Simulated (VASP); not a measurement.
Energy against volume of NaI (rock salt). These are optB86b-vdW, VASP's PBE PAW potentials (set 64) (plane waves; VASP) values and carry that method's errors.

| V (Å³/atom) | E (eV/atom) |
|---|---|
| 31.275 | -0.68860 |
| 32.273 | -0.69394 |
| 33.271 | -0.69541 |
| 34.269 | -0.69365 |
| 35.267 | -0.68916 |

Fit a third-order Birch-Murnaghan equation of state.

```
Property                                         Result
---------------------------------------  --------------
volume per atom                          33.20 Å^3/atom
bulk modulus                                   17.5 GPa
pressure derivative of the bulk modulus            4.75
lattice constant a                              6.428 Å
```

The compound is NaI in the rock salt structure. It was relaxed first.
